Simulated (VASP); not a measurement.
Data:

```yaml
crystal:
  lattice:
    - [0.00000, 2.30388, 2.30388]
    - [2.30388, 0.00000, 2.30388]
    - [2.30388, 2.30388, 0.00000]
  atoms:
    - { symbol: B, position: [0.00000, 0.00000, 0.00000] }
    - { symbol: P, position: [0.25000, 0.25000, 0.25000] }
```

These are AM05 GGA, VASP's PBE PAW potentials (set 64) (plane waves; VASP) values and carry that method's errors. Run with 520 eV cut-off, 10×10×10 Γ-centred mesh, Gaussian smearing of 0.050 eV, potentials B P.

Q: Give the stress tensor in GPa (positive for a compressed cell).

A: 
```
-8.79   0.00   0.00
 0.00  -8.79   0.00
 0.00   0.00  -8.79
```
The pressure is its mean diagonal, -8.79 GPa.

The compound is BP in the zinc blende structure. This cell is one point of a volume scan, at 1.06 of the reference volume.
